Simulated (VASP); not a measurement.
These are PBE GGA, VASP's PBE PAW potentials (set 64) (plane waves; VASP) values and carry that method's errors.

Input for VASP

File POSCAR:
```
GaN
1.0
  1.6095764798  -2.7878682026   0.0000000000
  1.6095764798   2.7878682026   0.0000000000
  0.0000000000   0.0000000000   5.2396186207
Ga N
2 2
Cart
  1.6095764798  -0.9292912594   2.6200251365
  1.6095764798   0.9292912594   0.0002158262
  1.6095764798  -0.9292912594   4.5949297042
  1.6095764798   0.9292912594   1.9751203938
```

INCAR:
```
# general
SYSTEM   =  GaN
PREC     =  Accurate
ENCUT    =  600
LREAL    =  .False.
LASPH    =  .True.

# electronic loop
EDIFF    =  1E-7
NELM     =  100
ALGO     =  Normal
LMAXMIX  =  4

# smearing
ISMEAR   =  0
SIGMA    =  0.05

# functional
GGA      =  PE

# ions
IBRION   =  2
NSW      =  40
ISIF     =  3
EDIFFG   =  -0.01
PSTRESS  =  200

# output
LWAVE    =  .False.
LCHARG   =  .False.
```

**KPOINTS**
```
Regular mesh
0
G
  8 8 4
0 0 0
```

POTCAR, in this order: Ga_d N (PBE.64 set). Program: vasp_std.

Energy and stress use the plane-wave basis of the starting cell.

Problem. Predict the energy per atom (σ→0), volume per atom.

Solution. 
```
Quantity                       Result
---------------------  --------------
energy per atom (σ→0)  -6.022 eV/atom
volume per atom         10.69 Å³/atom
```

**OSZICAR**
```
...
DAV:   1    -0.240878999551E+02    0.89107E-02   -0.18646E-02  1820   0.292E+00    0.192E-01
DAV:   2    -0.240872402158E+02    0.65974E-03   -0.24868E-03  1854   0.116E+00    0.898E-02
DAV:   3    -0.240870430963E+02    0.19712E-03   -0.44752E-04  2078   0.518E-01    0.177E-02
DAV:   4    -0.240870390147E+02    0.40816E-05   -0.13312E-04  1348   0.106E-01    0.136E-02
DAV:   5    -0.240870343208E+02    0.46938E-05   -0.54304E-06  2178   0.257E-02    0.742E-03
DAV:   6    -0.240870328138E+02    0.15070E-05   -0.18998E-06  1548   0.254E-02    0.171E-03
DAV:   7    -0.240870327779E+02    0.35843E-07   -0.85410E-08   850   0.569E-03
   7 F= -.18749107E+02 E0= -.18749107E+02  d E =-.112345E-03
```

The compound is GaN in the wurtzite structure. This run relaxes it under an external pressure of 20 GPa. Symmetry was kept, so distortions that lower it aren't found.
